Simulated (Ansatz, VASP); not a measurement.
# Al22Ga16O57 (partly crystallised 42Ga2O3-58Al2O3 (mol %)): VASP beside Ansatz, part 2 of 3

Aim: how closely do two programs agree when they are given the same cell, functional and k mesh? Of the first pair: The structure shown is the start of the Ansatz relaxation below; VASP solves that cell, so the two are compared at the walk's first step.

VASP 6.6.1 and Ansatz 0.2.0.

So far: The structure; Ansatz: relaxation, RPBE.

**3. VASP: single point, RPBE, start cell, pair 1**

Level of this step: RPBE, spin-polarised from a ferromagnetic start; plane waves and PAW (Ga_d, Al, O) (VASP).

The same cell, functional, mesh and smearing now go to VASP, with its own data sets.

Lines of VASP's logs that name or quote its potential files are left out, and so is its time.

Input file INCAR:

```
SYSTEM = Al22Ga16O57
PREC = Accurate
ENCUT = 520
EDIFF = 1E-06
NELM = 200
ISMEAR = -1
SIGMA = 0.01
LREAL = Auto
ALGO = Normal
GGA = RP
NELECT = 617
NBANDS = 376
ISPIN = 2
MAGMOM = 0.01 0.01 0.01 0.01 0 0 0 0.01 0 0.01 0.01 0 0.01 0 0 0.01 0 0 0 0 0 0 0 0 0 0 0 0 0 0 0 0 0 0 0 0 0 0 0 0.01 0 0 0.01 0 0 0 0 0 0 0.01 0 0 0 0 0 0 0.01 0 0 0 0 0 0 0 0.01 0 0 0 0.01 0 0 0 0.01 0 0.01 0.01 0 0 0 0.01 0.01 0 0 0 0 0 0 0 0 0 0.01 0 0 0 0
LORBIT = 11
LWAVE = .FALSE.
LCHARG = .FALSE.
ISIF = 2
LASPH = .TRUE.
GGA_COMPAT = .FALSE.
NCORE = 2
```

Input file POSCAR:

```
Al22Ga16O57
1.0
    9.8198500000      0.0000000000      0.0000000000
    0.0000000000      9.8198500000      0.0000000000
    0.0000000000      0.0000000000      9.8198500000
Ga Al O
16 22 57
Direct
    0.4408010306      0.9213073519      0.6908863170
    0.2212559255      0.6965075841      0.7401233216
    0.7130556984      0.0427297769      0.8812354568
    0.1924163811      0.8128026396      0.0238394680
    0.0303670626      0.4579397852      0.3083753825
    0.5788377623      0.9880598991      0.4091610361
    0.9657581328      0.0622616435      0.1181178939
    0.2779777695      0.0357948441      0.2240360087
    0.5637764324      0.4749767053      0.3682540976
    0.7267626288      0.5881148897      0.8429049324
    0.7589016126      0.4759645005      0.1116310331
    0.7768143098      0.7018335311      0.3745271058
    0.0128617036      0.5220650010      0.9667968452
    0.0310493541      0.2342092802      0.5514137181
    0.9331608935      0.2825399573      0.8163770322
    0.9394644521      0.8057353218      0.8438621771
    0.1379348972      0.0225767196      0.8026904688
    0.7308971115      0.8054400016      0.6333497966
    0.6257325723      0.3303512783      0.8678849473
    0.6800918548      0.2708697180      0.6007118235
    0.1548903496      0.2596679175      0.9934062129
    0.4016863801      0.4681945244      0.9296374181
    0.0620579744      0.7773132991      0.2764298844
    0.8880176377      0.0118128077      0.4407297464
    0.3459115974      0.7437791820      0.4256684165
    0.9581714588      0.5502833546      0.5972087150
    0.1524463205      0.9234764278      0.5422486087
    0.5757216251      0.2273761819      0.1703590177
    0.4304037231      0.1386681059      0.9400754594
    0.2793423525      0.4584795083      0.6102537208
[... 59 atom lines left out ...]
    0.8049511958      0.9765933288      0.0356319088
    0.8302570813      0.6980351024      0.9747501235
    0.7991364430      0.9127226994      0.7676797507
    0.9685891332      0.3014811835      0.3811056177
    0.0248985473      0.1372831561      0.7219051208
    0.6510486413      0.8523653620      0.2894952571
```

Input file KPOINTS:

```
Automatic mesh
0
Gamma
1 1 1
0 0 0
```

Potentials, in the order of the species: Ga_d, Al and O (PBE family, release 64).

Command:

```
> mpirun -np 8 vasp_gam
```

Numbers of over 12 decimals in the logs are rounded to 6 here.

The program printed:

```text
[banner, memory and clock lines left out]
running    8 mpi-ranks, on    1 nodes
[...]
|                                                                             |
|               ----> ADVICE to this user running VASP <----                  |
|                                                                             |
|     You enforced a specific xc type in the INCAR file but a different       |
|     [... a line on the potential file left out ...]
|     I HOPE YOU KNOW WHAT YOU ARE DOING!                                     |
|                                                                             |

 LDA part: xc-table for (Slater+PW92), standard interpolation
 POSCAR, INCAR and KPOINTS ok, starting setup
[...]
entering main loop
       N       E                     dE             d eps       ncg     rms          rms(c)
DAV:   1     0.163907381676E+05    0.16391E+05   -0.22901E+05  1552   0.275E+03
DAV:   2     0.374515567467E+04   -0.12646E+05   -0.11849E+05  1504   0.861E+02
DAV:   3    -0.187763892829E+03   -0.39329E+04   -0.36865E+04  2048   0.354E+02
DAV:   4    -0.659098374097E+03   -0.47133E+03   -0.46444E+03  2088   0.133E+02
DAV:   5    -0.681667505061E+03   -0.22569E+02   -0.22326E+02  2048   0.322E+01BRMIX: very serious problems
 the old and the new charge density differ
 old charge density:   616.00000 new  617.00000
    0.574E+01
DAV:   6    -0.587382855546E+03    0.94285E+02   -0.33709E+02  2840   0.672E+01    0.181E+01
DAV:   7    -0.589479886237E+03   -0.20970E+01   -0.37613E+01  1768   0.123E+01    0.115E+01
DAV:   8    -0.589718602307E+03   -0.23872E+00   -0.49014E+00  2360   0.813E+00    0.313E+00
DAV:   9    -0.589744670108E+03   -0.26068E-01   -0.89511E-01  2464   0.618E+00    0.113E+00
[...]
DAV:  17    -0.589795589578E+03   -0.38545E-05   -0.95389E-05  2032   0.416E-02    0.809E-03
DAV:  18    -0.589795592465E+03   -0.28870E-05   -0.29402E-05  2208   0.227E-02    0.683E-03
DAV:  19    -0.589795593300E+03   -0.83496E-06   -0.49215E-06  1360   0.145E-02
   1 F= -.58979559E+03 E0= -.58979333E+03  d E =-.451842E-02  mag=     0.8808
```

From OUTCAR (step 3):

```text
  Total       76.4440306     86.5592002    103.3312928      3.0169834      1.2431268      8.7734510
  in kB      129.3420079    146.4567038    174.8348011      5.1046849      2.1033495     14.8445308
  external PRESSURE =     150.2111709 kB  Pullay stress =       0.0000000 kB

 POSITION                                       TOTAL-FORCE (eV/Angst)
 -----------------------------------------------------------------------------------
      4.32860      9.04710      6.78440         0.043024     -0.001815     -0.004067
      2.17270      6.83960      7.26790        -0.040652      0.019168      0.038105
      7.00210      0.41960      8.65360         0.016941     -0.103516     -0.031550
      1.88950      7.98160      0.23410        -0.013174     -0.020293     -0.059940
      0.29820      4.49690      3.02820         0.020668      0.031930     -0.024455
      5.68410      9.70260      4.01790        -0.000294      0.040124      0.072459
      9.48360      0.61140      1.15990        -0.005174     -0.037812     -0.047616
      2.72970      0.35150      2.20000        -0.001673     -0.139306      0.044729
[...]
5.04240      1.95760      5.85700         0.012804      0.053407     -0.019003
      1.52730      6.63970      1.57400         0.032487     -0.089735      0.129737
      3.11420      1.63890      3.60500         0.021255      0.124897      0.062993
      6.22290      4.40440      7.01580        -0.066982     -0.123624     -0.077558
      2.45860      1.22180      8.85320         0.005859      0.057157      0.039773
[...]
-----------------------------------------------------------------------------------
    total drift:                                0.013955     -0.007558      0.005675

  FREE ENERGIE OF THE ION-ELECTRON SYSTEM (eV)
  ---------------------------------------------------
  free  energy   TOTEN  =      -589.7955932995 eV

  energy  without entropy=     -589.7910748789  energy(sigma->0) =     -589.79333409

 magnetization (x)
# of ion       s       p       d       tot
------------------------------------------
    1        0.022   0.002   0.001   0.024
    2        0.016   0.001   0.001   0.017
    3        0.016   0.001   0.000   0.018
    4        0.022   0.002   0.001   0.025
    5        0.013   0.001   0.000   0.014
    6        0.012   0.001   0.001   0.015
    7        0.010   0.001   0.000   0.012
    8        0.014   0.002   0.000   0.016
    9        0.012   0.002   0.000   0.014
   10        0.015   0.001   0.000   0.017
   11        0.020   0.004  -0.000   0.024
   12        0.009   0.001   0.000   0.009
   13        0.016   0.002   0.001   0.018
[...]
--------------------------------------------------
tot          0.515   0.016   0.005   0.535

[... 3 further parts left out ...]
[key lines of the parts left out:]
E-fermi :   7.9585
```

The run ends at a pressure of 15.02 GPa, with forces up to 0.26 eV/Å.

**4. Differences**

Known differences besides the potentials themselves: VASP starts from the moments at which Ansatz ended; the cutoff is 420 eV in Ansatz and 520 eV in VASP (PREC = Accurate, projectors in real space); Ansatz makes its cores anew for this functional, VASP keeps those of its PBE data sets. Total energies have different zeros and are not compared.

Forces on 10 of the 95 atoms, those with the largest forces and the largest differences (eV/Å; atoms numbered as in POSCAR):

```csv
atom,"Ansatz x, y, z","VASP x, y, z"
Ga6,"-0.037, -0.043, 0.067","0.000, 0.040, 0.072"
O40,"0.102, -0.120, -0.068","0.161, -0.123, -0.057"
O41,"-0.023, -0.011, -0.019","-0.037, 0.068, -0.035"
O43,"-0.041, 0.155, -0.015","-0.024, 0.198, -0.027"
O50,"0.023, 0.098, 0.154","-0.013, 0.120, 0.187"
O53,"-0.004, -0.024, -0.104","0.014, -0.047, -0.181"
O57,"-0.135, 0.095, -0.043","-0.158, 0.109, -0.079"
O65,"-0.172, -0.077, -0.029","-0.237, -0.106, -0.043"
O73,"0.134, 0.024, 0.036","0.185, -0.006, 0.038"
O81,"0.160, -0.069, -0.014","0.183, -0.076, -0.033"
```

The forces differ by 25 meV/Å r.m.s., which is 39.9 % of the r.m.s. force of 0.063 eV/Å (both taken over all components). Moments aren't recorded for both runs of this pair, so they may hold unlike magnetic states. The cell carries a charge of -1 e against a uniform background, so its pressure also hangs on how the neutralising background is counted, and in a defect's cell a gap may be the spacing between its levels.

**5. Ansatz: relaxation, RPBE**

The two programs are compared at the cell with which this relaxation starts, whose forces are those of its first step.

The structure compared here is the start of the Ansatz relaxation; VASP solves that cell, so the two are compared at the walk's first step.

Input file input.yaml:

```yaml
crystal:
  lattice:
    - [9.81985, 0.0, 0.0]
    - [0.0, 9.81985, 0.0]
    - [0.0, 0.0, 9.81985]
  atoms:
    - { symbol: Ga, position: [0.4423, 0.91222, 0.70249] }
    - { symbol: Ga, position: [0.22053, 0.69405, 0.74208] }
    - { symbol: Ga, position: [0.71797, 0.04625, 0.88625] }
    - { symbol: Ga, position: [0.20706, 0.80497, 0.0287] }
    - { symbol: Ga, position: [0.02935, 0.46206, 0.30495] }
    - { symbol: Ga, position: [0.58349, 0.01844, 0.43022] }
    - { symbol: Ga, position: [0.98077, 0.05649, 0.11156] }
    - { symbol: Ga, position: [0.2915, 0.03675, 0.2305] }
    - { symbol: Ga, position: [0.56123, 0.49261, 0.37029] }
    - { symbol: Ga, position: [0.72144, 0.59049, 0.83636] }
    - { symbol: Ga, position: [0.7622, 0.49505, 0.10097] }
    - { symbol: Ga, position: [0.7802, 0.70738, 0.3804] }
    - { symbol: Ga, position: [0.01439, 0.51763, 0.95983] }
    - { symbol: Ga, position: [0.03175, 0.22893, 0.5426] }
    - { symbol: Ga, position: [0.92323, 0.27753, 0.80382] }
    - { symbol: Ga, position: [0.94386, 0.80664, 0.84851] }
    - { symbol: Al, position: [0.1323, 0.02251, 0.8056] }
    - { symbol: Al, position: [0.73488, 0.8139, 0.63184] }
    - { symbol: Al, position: [0.63157, 0.33219, 0.86404] }
    - { symbol: Al, position: [0.67443, 0.26073, 0.59164] }
    - { symbol: Al, position: [0.15368, 0.26084, 0.9836] }
    - { symbol: Al, position: [0.4006, 0.46994, 0.93322] }
    - { symbol: Al, position: [0.06931, 0.77994, 0.28114] }
    - { symbol: Al, position: [0.88531, 0.00728, 0.42201] }
    - { symbol: Al, position: [0.34372, 0.75761, 0.43061] }
    - { symbol: Al, position: [0.95571, 0.54738, 0.59586] }
    - { symbol: Al, position: [0.14083, 0.92371, 0.54771] }
    - { symbol: Al, position: [0.57623, 0.24606, 0.16022] }
    - { symbol: Al, position: [0.42401, 0.13751, 0.93669] }
    - { symbol: Al, position: [0.27405, 0.4506, 0.62264] }
[... 59 atom lines left out ...]
    - { symbol: O, position: [0.81745, 0.95656, 0.0281] }
    - { symbol: O, position: [0.833, 0.68144, 0.98175] }
    - { symbol: O, position: [0.79432, 0.90287, 0.77242] }
    - { symbol: O, position: [0.96177, 0.30324, 0.37713] }
    - { symbol: O, position: [0.0214, 0.12297, 0.71528] }
    - { symbol: O, position: [0.65352, 0.86249, 0.30626] }
kpoints:
  mp_grid: { grid: [1, 1, 1] }
hamiltonian:
  xc: rpbe
scf:
  occupations: { method: gaussian, width: 0.025 }
output:
  forces: true
relax:
  f_tol: 0.05
  max_steps: 120
```

Command:

```
> ansatz run input.yaml --threads 4 --pin off --max-ram 8192MiB --backend cpu --events-out ev --progress --plain --runs-dir out
```

The program printed:

```text
[...]
Crystal: 95 atoms, lattice volume = 946.923 Å³
Basis set: ecut = 420 eV, 18613 PW (Γ), exchange–correlation on 144×144×144 points (8 copies of the dense FFT grid, shifted against one another)
Bands: 403, of which v1, the nominal top of the filled ones, is band 308 counted from 1 (307 counted from 0)
Symmetry: 1 space group operations
[...]
k-points: 1
[...]
- { symbol: O, position: [0.103827, 0.386988, 0.868805] }
    - { symbol: O, position: [0.926785, 0.379425, 0.642362] }
    - { symbol: O, position: [0.593909, 0.787368, 0.057521] }
    - { symbol: O, position: [0.058707, 0.930560, 0.943708] }
    - { symbol: O, position: [0.376865, 0.633503, 0.00972013] }
    - { symbol: O, position: [0.847993, 0.847869, 0.494764] }
    - { symbol: O, position: [0.219656, 0.295795, 0.586029] }
[...]
- { symbol: O, position: [0.799138, 0.912720, 0.767678] }
    - { symbol: O, position: [0.968589, 0.301479, 0.381111] }
    - { symbol: O, position: [0.024901, 0.137275, 0.721897] }
    - { symbol: O, position: [0.651050, 0.852369, 0.289501] }
```

**6. VASP: single point, RPBE, start cell, pair 2**

The same cell, functional, mesh and smearing now go to VASP, with its own data sets.

Input file INCAR:

```
SYSTEM = Al22Ga16O57
PREC = Accurate
ENCUT = 520
EDIFF = 1E-06
NELM = 120
ISMEAR = 0
SIGMA = 0.025
LREAL = Auto
ALGO = Normal
GGA = RP
NBANDS = 376
LORBIT = 11
LWAVE = .FALSE.
LCHARG = .FALSE.
ISIF = 2
LASPH = .TRUE.
GGA_COMPAT = .FALSE.
EFERMI = MIDGAP
NCORE = 2
```

Input file POSCAR:

```
Al22Ga16O57
1.0
    9.8198500000      0.0000000000      0.0000000000
    0.0000000000      9.8198500000      0.0000000000
    0.0000000000      0.0000000000      9.8198500000
Ga Al O
16 22 57
Direct
    0.4422979984      0.9122237101      0.7024852722
    0.2205329002      0.6940533715      0.7420785450
    0.7179743071      0.0462532523      0.8862457166
    0.2070601893      0.8049715627      0.0286969760
    0.0293487171      0.4620640845      0.3049537417
    0.5834916012      0.0184422369      0.4302204209
    0.9807685453      0.0564876246      0.1115597489
    0.2915013977      0.0367520889      0.2305025026
    0.5612305687      0.4926144493      0.3702907886
    0.7214366818      0.5904876347      0.8363569708
    0.7622010520      0.4950482950      0.1009689557
    0.7801952168      0.7073835140      0.3804029593
    0.0143892218      0.5176250146      0.9598313620
    0.0317520125      0.2289342505      0.5426050296
    0.9232320249      0.2775296975      0.8038208323
    0.9438637046      0.8066416493      0.8485058326
    0.1323034466      0.0225054354      0.8056029369
    0.7348788423      0.8139024527      0.6318426453
    0.6315676920      0.3321944836      0.8640356014
    0.6744298538      0.2607269968      0.5916383651
    0.1536785185      0.2608390149      0.9835995458
    0.4005967505      0.4699358952      0.9332219942
    0.0693085943      0.7799406305      0.2811448240
    0.8853088387      0.0072811703      0.4220125562
    0.3437221546      0.7576083138      0.4306073922
    0.9557070627      0.5473810700      0.5958644989
    0.1408269984      0.9237106473      0.5477069405
    0.5762307978      0.2460628217      0.1602162966
    0.4240085134      0.1375071921      0.9366945524
    0.2740469559      0.4505975142      0.6226368020
[... 59 atom lines left out ...]
    0.8174462950      0.9565624730      0.0280961522
    0.8329964307      0.6814360708      0.9817461570
    0.7943196688      0.9028651150      0.7724150573
    0.9617662184      0.3032429212      0.3771340703
    0.0213954388      0.1229652184      0.7152756916
    0.6535232208      0.8624877162      0.3062572239
```

KPOINTS is that of step 3.

Command:

```
> mpirun -np 8 vasp_gam
```

The program printed:

```text
[banner, memory and clock lines left out]
running    8 mpi-ranks, on    1 nodes
[...]
[... a notice as in an earlier step ...]

 LDA part: xc-table for (Slater+PW92), standard interpolation
 POSCAR, INCAR and KPOINTS ok, starting setup
[...]
entering main loop
       N       E                     dE             d eps       ncg     rms          rms(c)
DAV:   1     0.161714213562E+05    0.16171E+05   -0.23113E+05   792   0.275E+03
DAV:   2     0.369712314636E+04   -0.12474E+05   -0.11647E+05   752   0.857E+02
DAV:   3    -0.204524589241E+03   -0.39016E+04   -0.36527E+04  1032   0.352E+02
DAV:   4    -0.664176466723E+03   -0.45965E+03   -0.45276E+03  1016   0.132E+02
[...]
DAV:  17    -0.595302608859E+03   -0.83619E-05   -0.11480E-04  1136   0.419E-02    0.903E-03
DAV:  18    -0.595302610201E+03   -0.13421E-05   -0.23709E-05  1128   0.293E-02    0.738E-03
DAV:  19    -0.595302610872E+03   -0.67069E-06   -0.93770E-06   888   0.154E-02
   1 F= -.59530261E+03 E0= -.59530261E+03  d E =0.000000E+00
```

From OUTCAR (step 6):

```text
  Total       53.5552013     69.7271909     91.9005649     -0.1552684     -7.8424437      6.1301072
  in kB       90.6144954    117.9772285    155.4942026     -0.2627115    -13.2692823     10.3720378
  external PRESSURE =     121.3619755 kB  Pullay stress =       0.0000000 kB

 POSITION                                       TOTAL-FORCE (eV/Angst)
 -----------------------------------------------------------------------------------
      4.34330      8.95790      6.89830        -0.254194      0.300133     -0.775984
      2.16560      6.81550      7.28710        -0.052277     -0.145207     -0.147653
      7.05040      0.45420      8.70280        -0.265644     -0.289364      0.453469
      2.03330      7.90470      0.28180        -0.045486     -0.159922      0.893883
      0.28820      4.53740      2.99460         0.275704     -0.348045      0.035841
      5.72980      0.18110      4.22470        -0.504955     -0.100057     -0.572688
      9.63100      0.55470      1.09550        -0.191075      0.415239      0.027890
      2.86250      0.36090      2.26350         0.091406     -0.251352     -0.053045
      5.51120      4.83740      3.63620         0.333903     -0.815154      0.168336
      7.08440      5.79850      8.21290         0.191753     -0.397271      0.036151
      7.48470      4.86130      0.99150         0.049203     -0.730310      0.406329
      7.66140      6.94640      3.73550        -0.347920      0.138196     -0.208146
[...]
3.05710      5.47270      1.79920        -0.230378      0.190512     -0.501834
[...]
-----------------------------------------------------------------------------------
    total drift:                               -0.012962      0.017062     -0.025555

  FREE ENERGIE OF THE ION-ELECTRON SYSTEM (eV)
  ---------------------------------------------------
  free  energy   TOTEN  =      -595.3026108716 eV

  energy  without entropy=     -595.3026108716  energy(sigma->0) =     -595.30261087

[... 2 parts as in an earlier step ...]

[... 1 further part left out ...]
[key lines of the parts left out:]
E-fermi :   6.5245
```

The run ends at a pressure of 12.14 GPa, with forces up to 2.1 eV/Å.

**7. Comparison**

Forces on 8 of the 95 atoms, those with the largest forces and the largest differences (eV/Å; atoms numbered as in POSCAR):

```csv
atom,"Ansatz x, y, z","VASP x, y, z"
Al18,"-0.255, -1.661, -0.463","-0.244, -1.629, -0.473"
O41,"-0.177, -1.900, 0.160","-0.196, -1.829, 0.153"
O71,"0.177, 0.621, -1.627","0.169, 0.630, -1.600"
O79,"-0.233, 1.700, -0.545","-0.246, 1.655, -0.549"
O80,"0.459, -0.135, 2.131","0.476, -0.168, 2.081"
O83,"0.497, -0.789, 0.391","0.445, -0.740, 0.346"
O90,"0.537, 1.787, -0.587","0.521, 1.741, -0.573"
O94,"-1.067, 1.432, -1.093","-1.034, 1.369, -1.069"
```

The forces differ by 25 meV/Å r.m.s., which is 4.5 % of the r.m.s. force of 0.564 eV/Å (both taken over all components).

[end of part 2 of 3]

[Lines on the potential files, build, host, timing and source positions are cut from VASP's logs without a mark.]

[Logs are printed without paths, hosts, clocks, repeated set-up lines and the standing remarks that a program may print on its own settings, such as how far it seeks lower states.]

[Hosts, paths, dates, database ids (printed as entryN), source tags and the programs' standing remarks are cut or masked in the printed files.]
